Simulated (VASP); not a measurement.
# MoS2: the band gap, functional by functional, part 2 of 3

How does the band gap of MoS2 depend on the functional? The starting structure is a measured crystal structure from the Crystallography Open Database. The atoms were first relaxed with LDA in that cell, in a run that isn't shown, and the relaxed structure is the one below. Meshes and data sets differ where the inputs say so.

VASP 6.6.1.

Results so far: LDA 0.841 eV; PBE 0.925 eV.

The database entry behind the starting cell differs from later determinations by our own check (about 0.3 % long), so it need not match the best structure at ambient conditions.

**4. Bands with r2SCAN**

Level of this step: r2SCAN; plane waves and PAW (Mo_sv, S) (VASP).

r2SCAN adds the kinetic-energy density, costs more than a GGA and is run with LASPH.

File INCAR:

```
SYSTEM = MoS2
PREC = Accurate
ENCUT = 350
EDIFF = 1E-06
NELM = 100
ISMEAR = 0
SIGMA = 0.03
LREAL = .FALSE.
ALGO = Normal
METAGGA = R2SCAN
LASPH = .TRUE.
NBANDS = 42
LORBIT = 11
LWAVE = .FALSE.
LCHARG = .FALSE.
KPAR = 16
```

File POSCAR:

```
MoS2
1.0
    3.1690000000      0.0000000000      0.0000000000
   -1.5845000000      2.7444345046      0.0000000000
    0.0000000000      0.0000000000     12.3240000000
Mo S
2 4
Direct
    0.6666666667      0.3333333333      0.7500000000
    0.3333333333      0.6666666667      0.2500000000
    0.6666666667      0.3333333333      0.3750242501
    0.3333333333      0.6666666667      0.8750242501
    0.6666666667      0.3333333333      0.1249757499
    0.3333333333      0.6666666667      0.6249757499
```

File KPOINTS:

```
Automatic mesh
0
Gamma
9 9 2
0 0 0
```

File KPOINTS_OPT:

```
Line mode
8
Line-mode
Reciprocal
  0.00000000   0.00000000   0.00000000 GAMMA
  0.50000000   0.00000000   0.00000000 M

  0.50000000   0.00000000   0.00000000 M
  0.33333333   0.33333333   0.00000000 K

  0.33333333   0.33333333   0.00000000 K
  0.00000000   0.00000000   0.00000000 GAMMA

  0.00000000   0.00000000   0.00000000 GAMMA
  0.00000000   0.00000000   0.50000000 A

  0.00000000   0.00000000   0.50000000 A
  0.50000000   0.00000000   0.50000000 L

  0.50000000   0.00000000   0.50000000 L
  0.33333333   0.33333333   0.50000000 H

  0.33333333   0.33333333   0.50000000 H
  0.00000000   0.00000000   0.50000000 A

  0.50000000   0.00000000   0.50000000 L
  0.50000000   0.00000000   0.00000000 M

  0.33333333   0.33333333   0.00000000 K
  0.33333333   0.33333333   0.50000000 H
```

PAW data sets: Mo_sv and S (PBE family, release 64).

Run with:

```console
mpirun -np 16 vasp_std
```

Output:

```text
[banner, memory and clock lines left out]
running   16 mpi-ranks, on    1 nodes
[...]
[... a notice as in an earlier step ...]

|                                                                             |
|               ----> ADVICE to this user running VASP <----                  |
|                                                                             |
|     You enforced a specific xc type in the INCAR file but a different       |
|     [... a line on the potential file left out ...]
|     I HOPE YOU KNOW WHAT YOU ARE DOING!                                     |
|                                                                             |

 LDA part: xc-table for (None), standard interpolation
 POSCAR, INCAR and KPOINTS ok, starting setup
[...]
entering main loop
       N       E                     dE             d eps       ncg     rms          rms(c)
DAV:   1     0.290951707301E+03    0.29095E+03   -0.24118E+04  2224   0.889E+02
DAV:   2    -0.933495500715E+02   -0.38430E+03   -0.36802E+03  2414   0.285E+02
[...]
DAV:  16    -0.900427568994E+02    0.32530E-06   -0.10278E-07  1134   0.164E-03
   1 F= -.90042757E+02 E0= -.90042757E+02  d E =-.115918E-42
 Start KPOINTS_OPT (optional k-point list driver)
k-point batch [1-24\72]
       N       E                     dE             ncg
DAV:   1    -0.323306426040E+04   -0.29927E+05     2304
DAV:   2    -0.123307866580E+05   -0.90977E+04     2408
DAV:   3    -0.126869456242E+05   -0.35616E+03     2486
DAV:   4    -0.126914953494E+05   -0.45497E+01     2472
DAV:   5    -0.126915696557E+05   -0.74306E-01     2502
DAV:   6    -0.126915713828E+05   -0.17271E-02     2488
DAV:   7    -0.126915714285E+05   -0.45701E-04     2520
DAV:   8    -0.126915714298E+05   -0.12482E-05     1712
DAV:   9    -0.126915714299E+05   -0.12938E-06     1664
[...]
k-point batch [49-72\72]
       N       E                     dE             ncg
DAV:   1    -0.338481545131E+04   -0.37801E+05     2296
DAV:   2    -0.123972814290E+05   -0.90125E+04     2394
DAV:   3    -0.127554274485E+05   -0.35815E+03     2454
DAV:   4    -0.127601310974E+05   -0.47036E+01     2408
DAV:   5    -0.127602032777E+05   -0.72180E-01     2414
DAV:   6    -0.127602048551E+05   -0.15774E-02     2456
DAV:   7    -0.127602048933E+05   -0.38209E-04     2462
DAV:   8    -0.127602048943E+05   -0.95317E-06     1648
```

The job ended after 53 s (16 MPI ranks of Intel Xeon Platinum 8488C (Sapphire Rapids), shared host; peak memory 4 GiB).

From OUTCAR (step 4):

```text
  Total        1.5496686      1.5496686      2.6075279      0.0000000      0.0000000      0.0000000
  in kB       23.1644828     23.1644828     38.9773893      0.0000000      0.0000000      0.0000000
  external PRESSURE =      28.4354517 kB  Pullay stress =       0.0000000 kB

 POSITION                                       TOTAL-FORCE (eV/Angst)
 -----------------------------------------------------------------------------------
      1.58450      0.91481      9.24300        -0.000000     -0.000000     -0.000000
     -0.00000      1.82962      3.08100         0.000000      0.000000     -0.000000
      1.58450      0.91481      4.62180        -0.000000     -0.000000      0.267664
     -0.00000      1.82962     10.78380         0.000000      0.000000      0.267664
      1.58450      0.91481      1.54020        -0.000000     -0.000000     -0.267664
     -0.00000      1.82962      7.70220         0.000000      0.000000     -0.267664
 -----------------------------------------------------------------------------------
    total drift:                               -0.000000      0.000000     -0.000000

  FREE ENERGIE OF THE ION-ELECTRON SYSTEM (eV)
  ---------------------------------------------------
  free  energy   TOTEN  =       -90.0427568994 eV

  energy  without entropy=      -90.0427568994  energy(sigma->0) =      -90.04275690

[... 2 parts as in an earlier step ...]

[... 1 further part left out ...]
[key lines of the parts left out:]
E-fermi :   7.7336
```

r2SCAN gives a least gap of 0.992 eV, and a least direct gap of 1.735 eV. The least gap is +0.151 eV from that of LDA.

**5. Bands with TB-mBJ**

TB-mBJ is a local potential fitted to gaps: it costs far less than a hybrid but gives no energy. Its energies, forces and stress mean nothing.

Edit INCAR of step 4 so:

```diff
@@ -4,3 +4,3 @@
 EDIFF = 1E-06
-NELM = 100
+NELM = 150
 ISMEAR = 0
@@ -9,3 +9,3 @@
 ALGO = Normal
-METAGGA = R2SCAN
+METAGGA = MBJ
 LASPH = .TRUE.
```

POSCAR is that of step 4.

KPOINTS is that of step 4.

KPOINTS_OPT is that of step 4.

Run with:

```console
mpirun -np 16 vasp_std
```

Output:

```text
[banner, memory and clock lines left out]
running   16 mpi-ranks, on    1 nodes
[...]
[... a notice as in an earlier step ...]

 [... a notice as in an earlier step ...]

 LDA part: xc-table for (None), standard interpolation
 POSCAR, INCAR and KPOINTS ok, starting setup
[...]
entering main loop
       N       E                     dE             d eps       ncg     rms          rms(c)
DAV:   1     0.872913757043E+03    0.87291E+03   -0.23883E+04  2272   0.869E+02
DAV:   2     0.506311006529E+03   -0.36660E+03   -0.35030E+03  2418   0.276E+02
DAV:   3     0.492050878280E+03   -0.14260E+02   -0.14049E+02  2478   0.512E+01
DAV:   4     0.491884848489E+03   -0.16603E+00   -0.16583E+00  2416   0.581E+00
[...]
DAV:  81     0.499389299457E+03    0.44388E-04   -0.75455E-08  1020   0.168E-03    0.288E-04
DAV:  82     0.499389276072E+03   -0.23385E-04   -0.37928E-08  1020   0.896E-04    0.940E-04
DAV:  83     0.499389276817E+03    0.74470E-06   -0.21174E-08  1020   0.863E-04
   1 F= 0.49938928E+03 E0= 0.49938928E+03  d E =-.248121E-16
 Start KPOINTS_OPT (optional k-point list driver)
k-point batch [1-24\72]
       N       E                     dE             ncg
DAV:   1    -0.274183378417E+04   -0.29436E+05     2312
DAV:   2    -0.115588253941E+05   -0.88170E+04     2418
DAV:   3    -0.118892375765E+05   -0.33041E+03     2442
DAV:   4    -0.118929407780E+05   -0.37032E+01     2424
DAV:   5    -0.118929906591E+05   -0.49881E-01     2458
DAV:   6    -0.118929916943E+05   -0.10352E-02     2472
DAV:   7    -0.118929917196E+05   -0.25281E-04     2490
DAV:   8    -0.118929917202E+05   -0.62331E-06     1728
[...]
k-point batch [49-72\72]
       N       E                     dE             ncg
DAV:   1    -0.290262376876E+04   -0.37319E+05     2304
DAV:   2    -0.116259682701E+05   -0.87233E+04     2410
DAV:   3    -0.119546750580E+05   -0.32871E+03     2460
DAV:   4    -0.119582823290E+05   -0.36073E+01     2392
DAV:   5    -0.119583282511E+05   -0.45922E-01     2376
DAV:   6    -0.119583291753E+05   -0.92422E-03     2486
DAV:   7    -0.119583291962E+05   -0.20860E-04     2446
DAV:   8    -0.119583291966E+05   -0.46042E-06     1660
```

It took 73 s on 16 MPI ranks; peak memory 4.5 GiB; 14 min of CPU time.

Parts of OUTCAR (step 5):

```text
  Total      -64.2469507    -64.2469507    -70.4088313      0.0000000      0.0000000      0.0000000
  in kB     -960.3649530   -960.3649530  -1052.4728908      0.0000000      0.0000000      0.0000000
  external PRESSURE =    -991.0675989 kB  Pullay stress =       0.0000000 kB

 POSITION                                       TOTAL-FORCE (eV/Angst)
 -----------------------------------------------------------------------------------
      1.58450      0.91481      9.24300        -0.000000     -0.000000      0.000000
     -0.00000      1.82962      3.08100         0.000000      0.000000      0.000000
      1.58450      0.91481      4.62180         0.000000      0.000000     -0.630613
     -0.00000      1.82962     10.78380         0.000000     -0.000000     -0.630613
      1.58450      0.91481      1.54020        -0.000000      0.000000      0.630613
     -0.00000      1.82962      7.70220        -0.000000     -0.000000      0.630613
 -----------------------------------------------------------------------------------
    total drift:                               -0.000000      0.000000     -0.000000

  FREE ENERGIE OF THE ION-ELECTRON SYSTEM (eV)
  ---------------------------------------------------
  free  energy   TOTEN  =       499.3892768166 eV

  energy  without entropy=      499.3892768166  energy(sigma->0) =      499.38927682

[... 2 parts as in an earlier step ...]

[... 1 further part left out ...]
[key lines of the parts left out:]
E-fermi :   7.6201
```

TB-mBJ gives a least gap of 1.015 eV, and a least direct gap of 1.638 eV. The least gap is +0.174 eV from that of LDA.

**6. Bands with LDA + spin-orbit coupling**

Spin-orbit coupling is switched on in this step.

File INCAR:

```
SYSTEM = MoS2
PREC = Accurate
ENCUT = 350
EDIFF = 1E-06
NELM = 100
ISMEAR = 0
SIGMA = 0.03
LREAL = .FALSE.
ALGO = Normal
GGA = CA
LNONCOLLINEAR = .TRUE.
MAGMOM = 0 0 0 0 0 0 0 0 0 0 0 0 0 0 0 0 0 0
NBANDS = 64
GGA_COMPAT = .FALSE.
LASPH = .TRUE.
LSORBIT = .TRUE.
LMAXMIX = 4
LORBIT = 11
LWAVE = .FALSE.
LCHARG = .FALSE.
KPAR = 16
```

POSCAR is that of step 5.

KPOINTS is that of step 5.

KPOINTS_OPT is that of step 5.

PAW data sets: Mo_sv and S (LDA family, release 64).

Run with:

```console
mpirun -np 16 vasp_ncl
```

Output:

```text
[banner, memory and clock lines left out]
running   16 mpi-ranks, on    1 nodes
[...]
[... a notice as in an earlier step ...]

 LDA part: xc-table for (Slater(with rela. corr.)+CA(PZ))
 , standard interpolation
 POSCAR, INCAR and KPOINTS ok, starting setup
[...]
entering main loop
       N       E                     dE             d eps       ncg     rms          rms(c)
DAV:   1     0.393718980349E+03    0.39372E+03   -0.23812E+04  3576   0.114E+03
DAV:   2    -0.260543899268E+02   -0.41977E+03   -0.40615E+03  3704   0.356E+02
DAV:   3    -0.514021327583E+02   -0.25348E+02   -0.25052E+02  3808   0.779E+01
DAV:   4    -0.520661780097E+02   -0.66405E+00   -0.66116E+00  3888   0.121E+01
[...]
DAV:  14    -0.491080077434E+02   -0.17317E-05   -0.36093E-05  3880   0.290E-02    0.231E-02
DAV:  15    -0.491080062359E+02    0.15075E-05   -0.49591E-06  3280   0.137E-02    0.950E-03
DAV:  16    -0.491080061816E+02    0.54298E-07   -0.63561E-07  2104   0.386E-03
   1 F= -.49108006E+02 E0= -.49108006E+02  d E =-.310461E-53  mag=     0.0000     0.0000    -0.0000
 Start KPOINTS_OPT (optional k-point list driver)
k-point batch [1-24\72]
       N       E                     dE             ncg
DAV:   1    -0.118690699094E+04   -0.27254E+05     3592
DAV:   2    -0.112241548508E+05   -0.10037E+05     3688
DAV:   3    -0.118402888335E+05   -0.61613E+03     3824
DAV:   4    -0.118581417095E+05   -0.17853E+02     3816
DAV:   5    -0.118586398932E+05   -0.49818E+00     3816
DAV:   6    -0.118586558721E+05   -0.15979E-01     3976
DAV:   7    -0.118586563391E+05   -0.46707E-03     3688
DAV:   8    -0.118586563537E+05   -0.14567E-04     3312
DAV:   9    -0.118586563543E+05   -0.60835E-06     2512
[...]
k-point batch [49-72\72]
       N       E                     dE             ncg
DAV:   1    -0.166574383063E+04   -0.35747E+05     3664
DAV:   2    -0.113334167251E+05   -0.96677E+04     3664
DAV:   3    -0.119078833679E+05   -0.57447E+03     3832
DAV:   4    -0.119231433652E+05   -0.15260E+02     3784
DAV:   5    -0.119235644805E+05   -0.42112E+00     3736
DAV:   6    -0.119235766419E+05   -0.12161E-01     3856
DAV:   7    -0.119235770259E+05   -0.38403E-03     3584
DAV:   8    -0.119235770387E+05   -0.12734E-04     3208
DAV:   9    -0.119235770393E+05   -0.60715E-06     2432
```

The job ended after 42 s (16 MPI ranks; peak memory 6.9 GiB).

From OUTCAR (step 6):

```text
  Total       -3.0993059     -3.0993059     -0.9852985     -0.0000000     -0.0000000      0.0000000
  in kB      -46.3284983    -46.3284983    -14.7282657     -0.0000000     -0.0000000      0.0000000
  external PRESSURE =     -35.7950874 kB  Pullay stress =       0.0000000 kB

 POSITION                                       TOTAL-FORCE (eV/Angst)
 -----------------------------------------------------------------------------------
      1.58450      0.91481      9.24300        -0.000000      0.000000      0.000000
     -0.00000      1.82962      3.08100         0.000000     -0.000000      0.000000
      1.58450      0.91481      4.62180        -0.000000      0.000000      0.001826
     -0.00000      1.82962     10.78380         0.000000     -0.000000      0.001826
      1.58450      0.91481      1.54020        -0.000000      0.000000     -0.001826
     -0.00000      1.82962      7.70220         0.000000      0.000000     -0.001826
 -----------------------------------------------------------------------------------
    total drift:                                0.000000     -0.000000      0.000000

  FREE ENERGIE OF THE ION-ELECTRON SYSTEM (eV)
  ---------------------------------------------------
  free  energy   TOTEN  =       -49.1080061816 eV

  energy  without entropy=      -49.1080061816  energy(sigma->0) =      -49.10800618

 magnetization (x)
# of ion       s       p       d       tot
------------------------------------------
    1        0.000   0.000  -0.000  -0.000
    2        0.000  -0.000  -0.000  -0.000
    3        0.000   0.000   0.000   0.000
    4        0.000  -0.000   0.000  -0.000
    5       -0.000  -0.000   0.000  -0.000
    6        0.000   0.000   0.000   0.000
--------------------------------------------------
tot          0.000  -0.000  -0.000  -0.000

 magnetization (y)
# of ion       s       p       d       tot
------------------------------------------
    1        0.000   0.000   0.000   0.000
    2        0.000   0.000   0.000   0.000
    3        0.000   0.000   0.000   0.000
    4        0.000   0.000   0.000   0.000
    5        0.000   0.000   0.000   0.000
    6        0.000   0.000   0.000   0.000
--------------------------------------------------
tot          0.000   0.000   0.000   0.000

 magnetization (z)
# of ion       s       p       d       tot
------------------------------------------
    1        0.000   0.000   0.000   0.000
    2        0.000   0.000   0.000   0.000
    3        0.000   0.000   0.000   0.000
    4        0.000   0.000   0.000   0.000
    5        0.000   0.000   0.000   0.000
    6        0.000   0.000   0.000   0.000
--------------------------------------------------
tot          0.000   0.000   0.000   0.000

[... 1 part as in an earlier step ...]

[... 2 further parts left out ...]
[key lines of the parts left out:]
E-fermi :   7.7416
```

LDA + spin-orbit coupling gives a least gap of 0.835 eV, and a least direct gap of 1.586 eV. The least gap is -0.006 eV from that of LDA.

**7. Bands with r2SCAN + spin-orbit coupling**

Edit INCAR of step 6 so:

```diff
@@ -9,3 +9,4 @@
 ALGO = Normal
-GGA = CA
+METAGGA = R2SCAN
+LASPH = .TRUE.
 LNONCOLLINEAR = .TRUE.
@@ -14,3 +15,2 @@
 GGA_COMPAT = .FALSE.
-LASPH = .TRUE.
 LSORBIT = .TRUE.
```

POSCAR is that of step 6.

KPOINTS is that of step 6.

KPOINTS_OPT is that of step 6.

PAW data sets: Mo_sv and S (PBE family, release 64).

Run with:

```console
mpirun -np 16 vasp_ncl
```

Output:

```text
[... set-up lines as in an earlier step ...]
 entering main loop
       N       E                     dE             d eps       ncg     rms          rms(c)
DAV:   1     0.327398946104E+03    0.32740E+03   -0.24648E+04  3600   0.117E+03
DAV:   2    -0.855121861914E+02   -0.41291E+03   -0.40007E+03  3760   0.352E+02
DAV:   3    -0.108850223403E+03   -0.23338E+02   -0.23033E+02  3776   0.757E+01
DAV:   4    -0.109489969527E+03   -0.63975E+00   -0.63643E+00  3936   0.119E+01
[...]
DAV:  13    -0.902319347080E+02    0.24359E-04   -0.85914E-05  3864   0.576E-02    0.234E-02
DAV:  14    -0.902319448530E+02   -0.10145E-04   -0.13310E-05  3600   0.243E-02    0.828E-03
DAV:  15    -0.902319444783E+02    0.37465E-06   -0.13872E-06  2872   0.578E-03
   1 F= -.90231944E+02 E0= -.90231944E+02  d E =-.124866E-42  mag=     0.0000    -0.0000    -0.0000
 Start KPOINTS_OPT (optional k-point list driver)
k-point batch [1-24\72]
       N       E                     dE             ncg
DAV:   1    -0.202395404198E+04   -0.28091E+05     3616
DAV:   2    -0.121147992927E+05   -0.10091E+05     3808
DAV:   3    -0.126790471219E+05   -0.56425E+03     3784
DAV:   4    -0.126954527930E+05   -0.16406E+02     3952
DAV:   5    -0.126958886575E+05   -0.43586E+00     3784
DAV:   6    -0.126959024985E+05   -0.13841E-01     4064
DAV:   7    -0.126959029052E+05   -0.40665E-03     3632
DAV:   8    -0.126959029204E+05   -0.15248E-04     3296
DAV:   9    -0.126959029212E+05   -0.76860E-06     2520
[...]
k-point batch [49-72\72]
       N       E                     dE             ncg
DAV:   1    -0.251391279016E+04   -0.36595E+05     3712
DAV:   2    -0.122240042014E+05   -0.97101E+04     3760
DAV:   3    -0.127509637909E+05   -0.52696E+03     3832
DAV:   4    -0.127641610555E+05   -0.13197E+02     3880
DAV:   5    -0.127645065766E+05   -0.34552E+00     3840
DAV:   6    -0.127645171013E+05   -0.10525E-01     3912
DAV:   7    -0.127645174407E+05   -0.33933E-03     3696
DAV:   8    -0.127645174525E+05   -0.11860E-04     3168
DAV:   9    -0.127645174532E+05   -0.63815E-06     2504
```

Wall time 2.6 min (16 MPI ranks); peak memory 8.1 GiB; 41 min of CPU time.

From OUTCAR (step 7):

```text
  Total        1.5653071      1.5653071      2.6207169      0.0000000      0.0000000      0.0000000
  in kB       23.3982485     23.3982485     39.1745391      0.0000000      0.0000000      0.0000000
  external PRESSURE =      28.6570121 kB  Pullay stress =       0.0000000 kB

 POSITION                                       TOTAL-FORCE (eV/Angst)
 -----------------------------------------------------------------------------------
      1.58450      0.91481      9.24300        -0.000000      0.000000     -0.000000
     -0.00000      1.82962      3.08100         0.000000      0.000000      0.000000
      1.58450      0.91481      4.62180         0.000000      0.000000      0.269371
     -0.00000      1.82962     10.78380         0.000000      0.000000      0.269371
      1.58450      0.91481      1.54020         0.000000     -0.000000     -0.269371
     -0.00000      1.82962      7.70220         0.000000      0.000000     -0.269371
 -----------------------------------------------------------------------------------
    total drift:                                0.000000     -0.000000      0.000000

  FREE ENERGIE OF THE ION-ELECTRON SYSTEM (eV)
  ---------------------------------------------------
  free  energy   TOTEN  =       -90.2319444783 eV

  energy  without entropy=      -90.2319444783  energy(sigma->0) =      -90.23194448

 magnetization (x)
# of ion       s       p       d       tot
------------------------------------------
    1       -0.000   0.000   0.000   0.000
    2        0.000  -0.000   0.000   0.000
    3        0.000   0.000   0.000   0.000
    4       -0.000  -0.000   0.000  -0.000
    5       -0.000  -0.000   0.000  -0.000
    6        0.000   0.000   0.000   0.000
--------------------------------------------------
tot          0.000   0.000   0.000   0.000

 magnetization (y)
# of ion       s       p       d       tot
------------------------------------------
    1        0.000   0.000   0.000   0.000
    2        0.000   0.000   0.000   0.000
    3        0.000   0.000   0.000   0.000
    4        0.000   0.000   0.000   0.000
    5        0.000   0.000   0.000   0.000
    6       -0.000   0.000   0.000  -0.000
--------------------------------------------------
tot         -0.000   0.000   0.000  -0.000

[... 3 parts as in an earlier step ...]

[... 1 further part left out ...]
[key lines of the parts left out:]
E-fermi :   7.7353
```

r2SCAN + spin-orbit coupling gives a least gap of 0.985 eV, and a least direct gap of 1.698 eV. The least gap is -0.007 eV from that of r2SCAN.

[end of part 2 of 3]

[Lines on the potential files, build, host, timing and source positions are cut from VASP's logs without a mark.]

[Logs are printed without paths, hosts, clocks, repeated set-up lines and the standing remarks that a program may print on its own settings, such as how far it seeks lower states.]

[Hosts, paths, dates, database ids (printed as entryN), source tags and the programs' standing remarks are cut or masked in the printed files.]
